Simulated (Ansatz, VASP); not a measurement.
## Two plane-wave programs on WF

File INCAR:

```
SYSTEM = WF
ALGO = Normal ; EDIFF = 1E-6
ENCUT = 520 ; GGA = PE
ISIF = 2 ; ISMEAR = -1
LASPH = .True. ; LCHARG = .False.
LREAL = .False. ; LWAVE = .False.
NBANDS = 18 ; NELM = 80
PREC = Accurate ; SIGMA = 0.05
```

Contents of KPOINTS:

```
k-points
0
Gamma
  11 11 11
  0 0 0
```

POSCAR

```
WF
1.0
    1.3567226768      0.7833072231      5.0355748137
   -1.3567226768      0.7833072231      5.0355748137
    0.0000000000     -1.5666045133      5.0355748137
W F
1 1
Direct
    0.8141200000      0.8141200000      0.8141200000
    0.9371200000      0.9371200000      0.9371200000
```

input.yaml

```yaml
crystal:
  lattice:
    - [1.3567226768, 0.7833072231, 5.0355748137]
    - [-1.3567226768, 0.7833072231, 5.0355748137]
    - [0.0, -1.5666045133, 5.0355748137]
  atoms:
    - { symbol: W, position: [0.81412, 0.81412, 0.81412] }
    - { symbol: F, position: [0.93712, 0.93712, 0.93712] }
hamiltonian:
  xc: pbe
  pseudopotentials: { kind: paw }
kpoints:
  mp_grid: { grid: [11, 11, 11] }
scf:
  occupations: { method: fermi_dirac, width: 0.05 }
output:
  forces: true
  stress: true
  eigenvalues: true
  write_density: true
  write_potential: true
  elf: true
  volumetric_format: npy
```

The cell was built by a generator and needn't be a form met in nature.

Alike in both runs: task single point; functional PBE; k mesh 11 × 11 × 11; occupations fermi-dirac, width 0.05 eV; no spin polarisation.

|  | VASP | Ansatz |
| --- | --- | --- |
| version | VASP 6.6.1 | Ansatz 0.2.0 |
| potentials or method | VASP PAW PBE potentials, release 64 (W_sv, F) | Ansatz PAW |
| plane-wave cutoff (eV) | 520 | 420 |
| valence electrons in the cell | 21 | 21 |

```csv
,VASP,Ansatz,Ansatz less VASP
gap on the k mesh at the Fermi level (eV),none,none,-
pressure (GPa),5.3,4.0,-1.30
largest component of the traceless stress (GPa),2.04,0.29,-1.754
rms of the force components (eV/Å),0.471,0.224,-0.2473
```

Atom by atom the forces differ by 0.247 eV/Å (rms over components). A gap of «none» marks a metal or a gap that the smearing closes. The functional is the same, so the differences come from potentials, cutoffs and numerics.

Caveats: an odd number of electrons without spin polarisation forces a metal; a magnetic or distorted state may lie lower; the pressure holds a Pulay correction of +0.4 GPa for the finite cutoff (Ansatz). Spin-orbit coupling is left out, which matters for the levels of W.
